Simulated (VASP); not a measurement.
Calculation: HSE06 screened hybrid, VASP's PBE PAW potentials (set 64) (plane waves; VASP).

The input files of a VASP run:

### POSCAR
```
GaSi63
1
   10.9370747000     0.0000000000     0.0000000000
    0.0000000000    10.9370747000     0.0000000000
    0.0000000000     0.0000000000    10.9370747000
Si Ga
63 1
Direct
  0.4995493320   0.9998496866   0.0000831313
  0.6251413405   0.1247266518   0.1249321834
  0.7498088790   0.2499080274   0.9999236027
  0.8757641370   0.3753797093   0.1249223709
  0.7498381104   0.9997537212   0.2501478256
  0.8759720030   0.1247332047   0.3753768935
  0.9998035228   0.9997143587   0.9997629619
  0.1253757750   0.1253896417   0.1253571470
  0.2500762267   0.2500445627   0.0002353475
  0.3755264639   0.3753935289   0.1259442547
  0.4998739419   0.4997866506   0.9999256200
  0.6249809358   0.6249878002   0.1256564994
  0.7496589631   0.7496759578   0.9999983697
  0.8750467758   0.8750561238   0.1253601266
  0.2500908276   0.0003278160   0.2501481712
  0.3755512107   0.1260055658   0.3756058083
  0.5012605601   0.2495112497   0.2495797582
  0.6277436562   0.3736986298   0.3736917273
  0.7504517495   0.4986170893   0.2492579991
  0.8747475908   0.6249865603   0.3753072574
  0.4999536327   0.9997737877   0.4998648066
  0.6248458404   0.1258623131   0.6248832761
  0.7505517747   0.2491703823   0.4984961284
  0.8748367331   0.3751554117   0.6249715162
  0.7495512277   0.0001825462   0.7496428075
  0.8750500993   0.1253163574   0.8750571645
  0.9996347678   0.4996289403   0.0001853658
  0.1247389685   0.6251822381   0.1249342042
  0.2499745375   0.7498868255   0.9999917024
  0.3753365581   0.8760053351   0.1248903704
  0.0001678689   0.2500675071   0.2500554773
  0.1259153089   0.3754474327   0.3754518756
  0.2495225805   0.5011022571   0.2494603073
  0.3734150968   0.6279130304   0.3735107357
  0.4985511459   0.7505278647   0.2491696039
  0.6250291979   0.8746790950   0.3753027606
  0.9995844414   0.9997054132   0.4996447135
  0.1245386608   0.1245184950   0.6251407108
  0.2491916654   0.2492527178   0.5012618151
  0.3727909963   0.3733289987   0.6283315914
  0.6276566160   0.6278271297   0.6281446022
  0.7501699562   0.7501207488   0.5010038949
  0.8756213808   0.8758319828   0.6252780846
  0.2500296177   0.9998088579   0.7498265658
  0.3753717009   0.1246275296   0.8760791351
  0.4983799001   0.2490658364   0.7507102592
  0.6249609939   0.3750767004   0.8748851143
  0.7503147243   0.5006424049   0.7503963144
  0.8758908529   0.6252304277   0.8758759968
  0.9997786394   0.7498667506   0.2501573730
  0.1246681298   0.8761230154   0.3753736862
  0.9998363906   0.4998290279   0.4998379316
  0.1255464423   0.6250230950   0.6249460171
  0.2490412334   0.7506179999   0.4985159348
  0.3751970571   0.8748288391   0.6249800255
  0.9998100424   0.2499778634   0.7498666900
  0.1244542726   0.3754003253   0.8763189969
  0.2486895212   0.4986491062   0.7509831216
  0.3751135419   0.6250038219   0.8750025878
  0.5007064085   0.7504744808   0.7506012178
  0.6252369950   0.8760722095   0.8759973838
  0.9999326308   0.7497095522   0.7496278676
  0.1253449810   0.8750407023   0.8750101489
  0.4986448673   0.4989621067   0.4998230613
```

**INCAR**
```
# general
SYSTEM   = GaSi63
PREC     = Normal
ENCUT    = 400   # plane-wave cut-off (eV)
LREAL    = Auto   # projection in real space or not
LASPH    = .TRUE.
ISYM     = 0

# electronic loop
EDIFF    = 1E-5   # SCF stop (eV)
NELM     = 50   # most electronic steps
NELMIN   = 4
ALGO     = Normal   # blocked Davidson
LMAXMIX  = 4   # l cut-off of mixed one-centre charges

# smearing
ISMEAR   = 0
SIGMA    = 0.05

# functional
GGA      = PE
LHFCALC  = .TRUE.
AEXX     = 0.25
HFSCREEN = 0.2
PRECFOCK = Fast

# spin
ISPIN    = 2   # spin-polarised
MAGMOM   = 64*0.0156
NUPDOWN  = 1

# ions
ISIF     = 0

# output
LWAVE    = .FALSE.
LCHARG   = .FALSE.
LORBIT   = 10
```

KPOINTS:
```
kpoints
0
G
  1 1 1
0 0 0
```

POTCAR, in this order: Si Ga (PBE.64 set). Program: vasp_gam. Read from the step before: WAVECAR.

What VASP printed:

OUTCAR:
```
 ion  position               nearest neighbor table
   1  0.500  1.000  0.000-  30 2.35  45 2.36  61 2.36   2 2.37
   2  0.625  0.125  0.125-  17 2.36   3 2.37   5 2.37   1 2.37
   3  0.750  0.250  1.000-  26 2.37   2 2.37  47 2.37   4 2.38
   4  0.876  0.375  0.125-  27 2.35  19 2.35  31 2.37   3 2.38
   5  0.750  1.000  0.250-  14 2.37   2 2.37  36 2.37   6 2.38
   6  0.876  0.125  0.375-  37 2.35  23 2.36  31 2.37   5 2.38
   7  1.000  1.000  1.000-  63 2.37  14 2.37  26 2.37   8 2.38
   8  0.125  0.125  0.125-   9 2.36  15 2.37  31 2.37   7 2.38
   9  0.250  0.250  0.000-   8 2.36  45 2.37  57 2.37  10 2.38
  10  0.376  0.375  0.126-  11 2.37  33 2.37  17 2.37   9 2.38
  11  0.500  0.500  1.000-  10 2.37  47 2.37  59 2.37  12 2.37
  12  0.625  0.625  0.126-  13 2.37  19 2.37  35 2.37  11 2.37
  13  0.750  0.750  1.000-  49 2.37  61 2.37  12 2.37  14 2.38
  14  0.875  0.875  0.125-   5 2.37  50 2.37   7 2.37  13 2.38
  15  0.250  0.000  0.250-   8 2.37  30 2.37  51 2.37  16 2.38
  16  0.376  0.126  0.376-  21 2.37  17 2.37  39 2.37  15 2.38
  17  0.501  0.250  0.250-   2 2.36  18 2.37  16 2.37  10 2.37
  18  0.628  0.374  0.374-  19 2.35  23 2.35  17 2.37  64 2.40
  19  0.750  0.499  0.249-  18 2.35   4 2.35  12 2.37  20 2.38
  20  0.875  0.625  0.375-  52 2.37  50 2.37  42 2.37  19 2.38
  21  0.500  1.000  0.500-  36 2.37  55 2.37  16 2.37  22 2.37
  22  0.625  0.126  0.625-  25 2.37  23 2.37  46 2.37  21 2.37
  23  0.751  0.249  0.498-  18 2.35   6 2.36  22 2.37  24 2.38
  24  0.875  0.375  0.625-  52 2.37  56 2.37  48 2.37  23 2.38
  25  0.750  0.000  0.750-  61 2.37  43 2.37  22 2.37  26 2.37
  26  0.875  0.125  0.875-  56 2.37   3 2.37   7 2.37  25 2.37
  27  1.000  0.500  0.000-   4 2.35  57 2.35  49 2.36  28 2.37
  28  0.125  0.625  0.125-  33 2.36  50 2.37  29 2.37  27 2.37
  29  0.250  0.750  1.000-  63 2.37  28 2.37  59 2.37  30 2.38
  30  0.375  0.876  0.125-   1 2.35  35 2.36  15 2.37  29 2.38
  31  0.000  0.250  0.250-   8 2.37   4 2.37   6 2.37  32 2.38
  32  0.126  0.375  0.375-  52 2.37  33 2.37  39 2.37  31 2.38
  33  0.250  0.501  0.249-  28 2.36  34 2.37  10 2.37  32 2.37
  34  0.373  0.628  0.374-  54 2.35  35 2.35  33 2.37  64 2.40
  35  0.499  0.751  0.249-  34 2.35  30 2.36  12 2.37  36 2.38
  36  0.625  0.875  0.375-  21 2.37   5 2.37  42 2.37  35 2.38
  37  1.000  1.000  0.500-   6 2.35  51 2.35  43 2.36  38 2.37
  38  0.125  0.125  0.625-  39 2.36  44 2.37  56 2.37  37 2.37
  39  0.249  0.249  0.501-  38 2.36  40 2.37  16 2.37  32 2.37
  40  0.373  0.373  0.628-  58 2.35  46 2.35  39 2.37  64 2.40
  41  0.628  0.628  0.628-  42 2.35  60 2.35  48 2.35  64 2.44
  42  0.750  0.750  0.501-  41 2.35  36 2.37  20 2.37  43 2.37
  43  0.876  0.876  0.625-  37 2.36  62 2.37  25 2.37  42 2.37
  44  0.250  1.000  0.750-  63 2.37  38 2.37  55 2.37  45 2.38
  45  0.375  0.125  0.876-  46 2.35   1 2.36   9 2.37  44 2.38
  46  0.498  0.249  0.751-  40 2.35  45 2.35  22 2.37  47 2.38
  47  0.625  0.375  0.875-  11 2.37   3 2.37  48 2.37  46 2.38
  48  0.750  0.501  0.750-  41 2.35  47 2.37  24 2.37  49 2.37
  49  0.876  0.625  0.876-  27 2.36  62 2.37  13 2.37  48 2.37
  50  1.000  0.750  0.250-  14 2.37  28 2.37  20 2.37  51 2.38
  51  0.125  0.876  0.375-  37 2.35  54 2.36  15 2.37  50 2.38
  52  1.000  0.500  0.500-  20 2.37  24 2.37  32 2.37  53 2.37
  53  0.126  0.625  0.625-  62 2.37  54 2.37  58 2.37  52 2.37
  54  0.249  0.751  0.499-  34 2.35  51 2.36  53 2.37  55 2.38
  55  0.375  0.875  0.625-  21 2.37  44 2.37  60 2.37  54 2.38
  56  1.000  0.250  0.750-  26 2.37  38 2.37  24 2.37  57 2.38
  57  0.124  0.375  0.876-  58 2.35  27 2.35   9 2.37  56 2.38
  58  0.249  0.499  0.751-  40 2.35  57 2.35  53 2.37  59 2.38
  59  0.375  0.625  0.875-  11 2.37  29 2.37  60 2.37  58 2.38
  60  0.501  0.750  0.751-  41 2.35  59 2.37  55 2.37  61 2.37
  61  0.625  0.876  0.876-   1 2.36  25 2.37  13 2.37  60 2.37
  62  1.000  0.750  0.750-  49 2.37  43 2.37  53 2.37  63 2.38
  63  0.125  0.875  0.875-  44 2.37  29 2.37   7 2.37  62 2.38
  64  0.499  0.499  0.500-  40 2.40  34 2.40  18 2.40  41 2.44
 Subroutine IBZKPT returns following result:
 Found      1 irreducible k-points:

 Following reciprocal coordinates:
            Coordinates               Weight
  0.000000  0.000000  0.000000      1.000000
 Subroutine IBZKPT_HF returns following result:
   k-points           NKPTS =      1   k-points in BZ     NKDIM =      1   number of bands    NBANDS=    160
   number of dos      NEDOS =    301   number of ions     NIONS =     64
   total plane-waves  NPLWV = 157464
...
```

OSZICAR:
```
       N       E                     dE             d eps       ncg     rms          rms(c)
DAV:   1    -0.393102501792E+03   -0.39310E+03   -0.12854E+01   640   0.823E+00    0.194E+01
DAV:   2    -0.393205384666E+03   -0.10288E+00   -0.30479E-01   704   0.120E+00    0.126E+01
DAV:   3    -0.393192270232E+03    0.13114E-01   -0.14131E-02   704   0.229E-01    0.753E+00
DAV:   4    -0.393186071232E+03    0.61990E-02   -0.25321E-03   696   0.102E-01    0.435E+00
DAV:   5    -0.393183896644E+03    0.21746E-02   -0.69964E-04   712   0.546E-02    0.249E+00
DAV:   6    -0.393183143146E+03    0.75350E-03   -0.21835E-04   696   0.308E-02    0.142E+00
DAV:   7    -0.393182897699E+03    0.24545E-03   -0.76859E-05   672   0.181E-02    0.811E-01
DAV:   8    -0.393182817025E+03    0.80674E-04   -0.27432E-05   448   0.111E-02    0.465E-01
DAV:   9    -0.393182794799E+03    0.22226E-04   -0.12491E-05   384   0.770E-03    0.263E-01
DAV:  10    -0.393182790385E+03    0.44135E-05   -0.45793E-06   384   0.473E-03
   1 F= -.39318279E+03 E0= -.39318279E+03  d E =-.125680E-05  mag=     1.0000
```

OUTCAR:
```
------------------------ aborting loop because EDIFF is reached ----------------------------------------
  volume of cell :     1308.29
      direct lattice vectors                 reciprocal lattice vectors
    10.937074700  0.000000000  0.000000000     0.091432127  0.000000000  0.000000000
     0.000000000 10.937074700  0.000000000     0.000000000  0.091432127  0.000000000
     0.000000000  0.000000000 10.937074700     0.000000000  0.000000000  0.091432127
 POSITION                                       TOTAL-FORCE (eV/Angst)
 -----------------------------------------------------------------------------------
      5.46361     10.93543      0.00091        -0.055390     -0.029181     -0.032481
      6.83722      1.36414      1.36639         0.044212      0.036544      0.032112
      8.20072      2.73326     10.93624        -0.020144     -0.017264     -0.028615
      9.57830      4.10556      1.36629         0.023886      0.033100      0.026400
      8.20104     10.93438      2.73589        -0.019859     -0.027032     -0.027693
      9.58057      1.36422      4.10553         0.017200      0.029755      0.038880
     10.93493     10.93395     10.93448        -0.017987     -0.016845     -0.016941
      1.37124      1.37140      1.37104         0.018274      0.019157      0.020685
      2.73510      2.73476      0.00257        -0.028592     -0.024933     -0.021094
      4.10716      4.10571      1.37746         0.024675      0.024465      0.030059
      5.46716      5.46620     10.93626        -0.012098     -0.008753     -0.021123
      6.83546      6.83554      1.37431         0.013774      0.017897      0.024443
      8.19908      8.19926     10.93706        -0.028613     -0.027696     -0.024016
      9.57045      9.57055      1.37107         0.033803      0.030000      0.015198
      2.73526      0.00359      2.73589        -0.028314     -0.021713     -0.023862
      4.10743      1.37813      4.10803         0.018418      0.022323      0.022280
      5.48232      2.72892      2.72967        -0.065725     -0.027917     -0.026889
      6.86568      4.08717      4.08709         0.025033      0.098240      0.109553
      8.20775      5.45341      2.72615        -0.023924     -0.029869     -0.029118
      9.56718      6.83552      4.10476         0.028187      0.017744      0.014550
      5.46803     10.93460      5.46706        -0.015078     -0.017338     -0.009626
      6.83399      1.37657      6.83440         0.018712      0.019443      0.021460
      8.20884      2.72520      5.45209        -0.024447     -0.029140     -0.033213
      9.56815      4.10310      6.83536         0.024022      0.017984      0.018420
      8.19790      0.00200      8.19890        -0.032238     -0.028023     -0.028793
      9.57049      1.37059      9.57057         0.033141      0.016976      0.036636
     10.93308      5.46448      0.00203        -0.028805     -0.051131     -0.033620
      1.36428      6.83766      1.36641         0.033755      0.040954      0.030588
      2.73399      8.20157     10.93698        -0.023387     -0.023641     -0.032630
      4.10508      9.58094      1.36594         0.036230      0.017429      0.028240
      0.00184      2.73501      2.73488        -0.019054     -0.027749     -0.023540
      1.37715      4.10630      4.10635         0.028899      0.021968      0.024451
      2.72905      5.48059      2.72837        -0.032900     -0.058345     -0.024717
      4.08407      6.86753      4.08511         0.103049      0.022008      0.109080
      5.45269      8.20858      2.72519        -0.030762     -0.022789     -0.028793
      6.83599      9.56643      4.10471         0.016917      0.026224      0.013876
     10.93253     10.93385      5.46465        -0.027562     -0.027195     -0.051861
      1.36209      1.36187      6.83721         0.034736      0.037687      0.051298
      2.72543      2.72610      5.48234        -0.023375     -0.023186     -0.059444
      4.07724      4.08313      6.87211         0.110104      0.098527      0.024815
      6.86473      6.86659      6.87006         0.071576      0.069273      0.066550
      8.20466      8.20413      5.47952        -0.052796     -0.049286     -0.076602
      9.57674      9.57904      6.83871         0.028878      0.029110      0.061578
      2.73459     10.93498      8.20091        -0.023886     -0.028679     -0.018254
      4.10547      1.36306      9.58174         0.034454      0.027900      0.023036
      5.45082      2.72405      8.21057        -0.029751     -0.024926     -0.028096
      6.83525      4.10224      9.56868         0.016418      0.020760      0.024523
      8.20625      5.47556      8.20714        -0.053824     -0.067197     -0.053207
      9.57968      6.83819      9.57952         0.024408      0.056702      0.030304
     10.93465      8.20135      2.73599        -0.026486     -0.020383     -0.025804
      1.36350      9.58222      4.10549         0.025935      0.016831      0.044031
     10.93529      5.46667      5.46676        -0.020979     -0.011625     -0.008432
      1.37311      6.83592      6.83508         0.026894      0.017110      0.018015
      2.72378      8.20957      5.45231        -0.030265     -0.021792     -0.030963
      4.10356      9.56807      6.83545         0.016862      0.022686      0.018791
     10.93500      2.73403      8.20135        -0.026204     -0.017815     -0.015916
      1.36117      4.10578      9.58437         0.027899      0.034431      0.016320
      2.71994      5.45376      8.21356        -0.022492     -0.027567     -0.032691
      4.10264      6.83571      9.56997         0.019749      0.016854      0.022896
      5.47626      8.20800      8.20938        -0.068890     -0.057843     -0.056858
      6.83826      9.58167      9.58085         0.058154      0.024942      0.030792
     10.93634      8.19963      8.19874        -0.022388     -0.032003     -0.025835
      1.37091      9.57039      9.57005         0.016457      0.029336      0.037381
      5.45372      5.45719      5.46660        -0.118495     -0.115505     -0.136513
 -----------------------------------------------------------------------------------
    total drift:                               -0.014381     -0.013421     -0.002013
  FREE ENERGIE OF THE ION-ELECTRON SYSTEM (eV)
  ---------------------------------------------------
  free  energy   TOTEN  =      -393.1827903852 eV

  energy  without entropy=     -393.1827891284  energy(sigma->0) =     -393.18278976

  exchange ACFDT corr.  =         0.00000000  see jH, gK, PRB 81, 115126

 total charge

# of ion       s       p       d       tot
------------------------------------------
    1        0.750   0.971   0.000   1.721
    2        0.750   0.964   0.000   1.714
    3        0.749   0.962   0.000   1.711
    4        0.749   0.967   0.000   1.717
    5        0.749   0.962   0.000   1.711
    6        0.749   0.967   0.000   1.717
    7        0.749   0.961   0.000   1.710
    8        0.749   0.963   0.000   1.712
    9        0.749   0.962   0.000   1.711
   10        0.749   0.961   0.000   1.710
   11        0.748   0.963   0.000   1.711
   12        0.748   0.961   0.000   1.709
   13        0.749   0.962   0.000   1.711
   14        0.749   0.962   0.000   1.711
   15        0.749   0.962   0.000   1.711
   16        0.749   0.961   0.000   1.709
   17        0.750   0.960   0.000   1.710
   18        0.755   0.972   0.000   1.727
   19        0.749   0.965   0.000   1.714
   20        0.749   0.961   0.000   1.709
   21        0.748   0.963   0.000   1.712
   22        0.748   0.961   0.000   1.709
   23        0.749   0.965   0.000   1.714
   24        0.749   0.961   0.000   1.709
...
```
(Selected blocks of OUTCAR.)

The supercell is sampled at Γ alone, which is coarse: total energies, pressure and levels can be off, energies of defects by several tenths of an eV.

The cell is a supercell with a defect, built from Si (diamond): Ga_Si. The cell's shape comes from a PBE relaxation.
